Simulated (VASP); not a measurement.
Output of a VASP run:

**OSZICAR**
```
       N       E                     dE             d eps       ncg     rms          rms(c)
DAV:   1     0.207617163202E+02    0.20762E+02   -0.39624E+03  1024   0.765E+02
DAV:   2    -0.960072827010E+01   -0.30362E+02   -0.29501E+02  1592   0.118E+02
DAV:   3    -0.105215237856E+02   -0.92080E+00   -0.91106E+00  1277   0.229E+01
DAV:   4    -0.105282949067E+02   -0.67711E-02   -0.67691E-02  1460   0.222E+00
DAV:   5    -0.105283258995E+02   -0.30993E-04   -0.30991E-04  1261   0.107E-01    0.790E+00
DAV:   6    -0.104825915806E+02    0.45734E-01   -0.19856E-02  1159   0.844E-01    0.468E+00
DAV:   7    -0.104597870199E+02    0.22805E-01   -0.36989E-02  1158   0.120E+00    0.774E-02
DAV:   8    -0.104596844701E+02    0.10255E-03   -0.15516E-03  1098   0.303E-01    0.276E-02
DAV:   9    -0.104596867316E+02   -0.22615E-05   -0.29822E-05  1404   0.455E-02    0.155E-02
DAV:  10    -0.104596878734E+02   -0.11418E-05   -0.72737E-07   796   0.761E-03    0.201E-03
DAV:  11    -0.104596878439E+02    0.29545E-07   -0.85771E-08   574   0.252E-03
   1 F= -.10459688E+02 E0= -.10459590E+02  d E =-.104597E+02
       N       E                     dE             d eps       ncg     rms          rms(c)
DAV:   1    -0.104597608104E+02   -0.72937E-04   -0.13495E-03  1084   0.217E-01    0.379E-02
DAV:   2    -0.104597234102E+02    0.37400E-04   -0.47807E-05  1063   0.464E-02    0.206E-02
DAV:   3    -0.104597096411E+02    0.13769E-04   -0.38700E-05  1082   0.342E-02    0.638E-03
DAV:   4    -0.104597091037E+02    0.53742E-06   -0.42819E-07   561   0.578E-03
   2 F= -.10459709E+02 E0= -.10459609E+02  d E =-.212598E-04
```

File OUTCAR:
```
------------------------ aborting loop because EDIFF is reached ----------------------------------------
  FORCE on cell =-STRESS in cart. coord.  units (eV):
  Direction    XX          YY          ZZ          XY          YZ          ZX
  --------------------------------------------------------------------------------------
  Total        0.0035689      0.0035689      0.0035689      0.0000000     -0.0000000      0.0000000
  in kB        0.1473522      0.1473522      0.1473522      0.0000000     -0.0000000      0.0000000
  external PRESSURE =       0.1473522 kB  Pullay stress =       0.0000000 kB
  volume of cell :       38.80
      direct lattice vectors                 reciprocal lattice vectors
    -0.000000000  2.687106047  2.687106047    -0.186073788  0.186073788  0.186073788
     2.687106047 -0.000000000  2.687106047     0.186073788 -0.186073788  0.186073788
     2.687106047  2.687106047  0.000000000     0.186073788  0.186073788 -0.186073788
 POSITION                                       TOTAL-FORCE (eV/Angst)
 -----------------------------------------------------------------------------------
      4.03066      4.03066      4.03066        -0.000000     -0.000000     -0.000000
      2.68711      2.68711      2.68711         0.000000      0.000000      0.000000
 -----------------------------------------------------------------------------------
    total drift:                                0.000000      0.000000     -0.000000
  FREE ENERGIE OF THE ION-ELECTRON SYSTEM (eV)
  ---------------------------------------------------
  free  energy   TOTEN  =       -10.4597091037 eV

  energy  without entropy=      -10.4594088564  energy(sigma->0) =      -10.45960902

 reached required accuracy - stopping structural energy minimisation
```
(Selected blocks of OUTCAR.)

POSCAR:
```
P
1
    0.0000000000     2.6856253534     2.6856253534
    2.6856253534     0.0000000000     2.6856253534
    2.6856253534     2.6856253534     0.0000000000
P
2
Direct
  0.7500000000   0.7500000000   0.7500000000
  0.5000000000   0.5000000000   0.5000000000
```

Question: Write an INCAR and KPOINTS that could have produced this output.

Answer: Several could match; the one computed here: the input of the run itself, PBEsol GGA, plane waves, VASP's PBE PAW potentials (set 64).

**KPOINTS**
```
Automatic mesh
0
Gamma
11 11 11
0 0 0
```

**INCAR**
```
SYSTEM = P
PREC = Accurate
ENCUT = 400
EDIFF = 1E-6
NELM = 100
ALGO = Normal
LREAL = .FALSE.
LASPH = .TRUE.
ISMEAR = 1
SIGMA = 0.1
GGA = PS
LWAVE = .FALSE.
LCHARG = .FALSE.
IBRION = 2
ISIF = 3
NSW = 60
EDIFFG = -0.01
```

POTCAR, in this order: P (PBE.64 set). Program: vasp_std.

The structure was generated: P was put into the diamond type (Fd-3m), which need not be its known phase. This run relaxes it. Symmetry was kept, so distortions that lower it aren't found. The start is the result of an earlier pass.
